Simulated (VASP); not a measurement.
Input:

```yaml
crystal:
  lattice:
    - [0.00000, 2.94413, 2.94413]
    - [2.94413, 0.00000, 2.94413]
    - [2.94413, 2.94413, 0.00000]
  atoms:
    - { symbol: Ca, position: [0.00000, 0.00000, 0.00000] }
    - { symbol: Se, position: [0.50000, 0.50000, 0.50000] }
```

Computed with PBE GGA, VASP's PBE PAW potentials (set 64) (plane waves; VASP). Settings: 480 eV cut-off, 8×8×8 Γ-centred mesh, Gaussian smearing of 0.050 eV, potentials Ca_sv Se.

### Question
Predict the energy per atom (σ→0), pressure, band gap (on the k-mesh) with the smallest direct gap where there is one.

### Answer

The band gap (on the k-mesh) is 1.99 eV and the smallest direct gap (on the k-mesh) is 2.94 eV. The energy per atom (σ→0) is -4.737 eV/atom and the pressure is 20.0 kbar.

Only differences to runs with the same potentials and settings are physical.

The compound is CaSe in the rock salt structure. It was relaxed first under an external pressure of 2 GPa.
